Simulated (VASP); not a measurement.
Computed with LDA (Ceperley-Alder, Perdew-Zunger), VASP's LDA PAW potentials (set 64) (plane waves; VASP).

VASP ran on this input.

### KPOINTS
```
Regular mesh
0
gamma
 14 14 14
0 0 0
```

**INCAR**
```
EDIFFG=-0.01   ! ionic stop
LCHARG=.FALSE.
ISMEAR=1   ! Methfessel-Paxton
NSW=60
ALGO=Normal   ! blocked Davidson
IBRION=2
ENCUT=400   ! plane-wave cut-off (eV)
LASPH=.TRUE.   ! aspherical one-centre terms
LREAL=.FALSE.   ! projection in real space or not
SYSTEM=Au
EDIFF=1E-6
LMAXMIX=6   ! l cut-off of mixed one-centre charges
PREC=Accurate
SIGMA=0.1   ! width (eV)
NELM=100   ! most electronic steps
LWAVE=.FALSE.
ISIF=3   ! ions, shape and volume
```

File POSCAR:
```
Au
1
   -1.6079733279     1.6079733279     1.6079733279
    1.6079733279    -1.6079733279     1.6079733279
    1.6079733279     1.6079733279    -1.6079733279
Au
1
Direct
  0.0000000000   0.0000000000   0.0000000000
```

POTCAR, in this order: Au (LDA.64 set). Program: vasp_std.

What VASP printed:

File OSZICAR:
```
       N       E                     dE             d eps       ncg     rms          rms(c)
DAV:   1     0.296352640113E+02    0.29635E+02   -0.50082E+03  2240   0.867E+02
DAV:   2    -0.454532315692E+01   -0.34181E+02   -0.32294E+02  1944   0.172E+02
DAV:   3    -0.477065940346E+01   -0.22534E+00   -0.22531E+00  2110   0.146E+01
DAV:   4    -0.477130260788E+01   -0.64320E-03   -0.64319E-03  2006   0.838E-01
DAV:   5    -0.477130710359E+01   -0.44957E-05   -0.44960E-05  2026   0.686E-02    0.997E+00
DAV:   6    -0.445331815910E+01    0.31799E+00   -0.10623E+00  1884   0.980E+00    0.616E+00
DAV:   7    -0.442768391976E+01    0.25634E-01   -0.87627E-02  1967   0.270E+00    0.291E+00
DAV:   8    -0.442392749510E+01    0.37564E-02   -0.20261E-03  1944   0.557E-01    0.257E-01
DAV:   9    -0.442392230932E+01    0.51858E-05   -0.78691E-06  2019   0.343E-02    0.734E-03
DAV:  10    -0.442392370781E+01   -0.13985E-05   -0.85910E-07  1593   0.864E-03    0.974E-04
DAV:  11    -0.442392371305E+01   -0.52397E-08   -0.27274E-08   953   0.182E-03
   1 F= -.44239237E+01 E0= -.44239800E+01  d E =-.442392E+01
       N       E                     dE             d eps       ncg     rms          rms(c)
DAV:   1    -0.442426400983E+01   -0.34030E-03   -0.74841E-03  1882   0.966E-01    0.111E-01
DAV:   2    -0.442392954917E+01    0.33446E-03   -0.11606E-03  1881   0.329E-01    0.467E-02
DAV:   3    -0.442391468610E+01    0.14863E-04   -0.69931E-05  1940   0.772E-02    0.335E-02
DAV:   4    -0.442391454958E+01    0.13652E-06   -0.24905E-06  1952   0.124E-02
   2 F= -.44239145E+01 E0= -.44239707E+01  d E =0.916348E-05
       N       E                     dE             d eps       ncg     rms          rms(c)
DAV:   1    -0.442406757218E+01   -0.15289E-03   -0.30197E-03  1882   0.613E-01    0.707E-02
DAV:   2    -0.442393325386E+01    0.13432E-03   -0.46571E-04  1881   0.209E-01    0.299E-02
DAV:   3    -0.442392715685E+01    0.60970E-05   -0.27843E-05  1919   0.487E-02    0.215E-02
DAV:   4    -0.442392701864E+01    0.13822E-06   -0.96284E-07  1856   0.774E-03
   3 F= -.44239270E+01 E0= -.44239833E+01  d E =-.330558E-05
```

### OUTCAR
```
------------------------ aborting loop because EDIFF is reached ----------------------------------------
  FORCE on cell =-STRESS in cart. coord.  units (eV):
  Direction    XX          YY          ZZ          XY          YZ          ZX
  --------------------------------------------------------------------------------------
  Total        0.0023327      0.0023327      0.0023327     -0.0000000      0.0000000     -0.0000000
  in kB        0.2248741      0.2248741      0.2248741     -0.0000000      0.0000000     -0.0000000
  external PRESSURE =       0.2248741 kB  Pullay stress =       0.0000000 kB
  volume of cell :       16.62
      direct lattice vectors                 reciprocal lattice vectors
    -1.607641688  1.607641688  1.607641688     0.000000000  0.311014577  0.311014577
     1.607641688 -1.607641688  1.607641688     0.311014577  0.000000000  0.311014577
     1.607641688  1.607641688 -1.607641688     0.311014577  0.311014577  0.000000000
 POSITION                                       TOTAL-FORCE (eV/Angst)
 -----------------------------------------------------------------------------------
     -0.00000      0.00000      0.00000        -0.000000      0.000000     -0.000000
 -----------------------------------------------------------------------------------
    total drift:                                0.000000     -0.000000      0.000000
  FREE ENERGIE OF THE ION-ELECTRON SYSTEM (eV)
  ---------------------------------------------------
  free  energy   TOTEN  =        -4.4239270186 eV

  energy  without entropy=       -4.4240957347  energy(sigma->0) =       -4.42398326

 reached required accuracy - stopping structural energy minimisation
```
(Selected blocks of OUTCAR.)

CONTCAR:
```
Au
   1.00000000000000
    -1.6076416882724329    1.6076416882724329    1.6076416882724329
     1.6076416882724329   -1.6076416882724329    1.6076416882724329
     1.6076416882724329    1.6076416882724329   -1.6076416882724329
  Au
     1
Direct
     0.0000000000000000    0.0000000000000000    0.0000000000000000
```

The structure comes from a computed database's Au entry (Im-3m); how it stands against other phases isn't given here. This run relaxes it. Symmetry was kept, so distortions that lower it aren't found. The start is the result of an earlier pass.
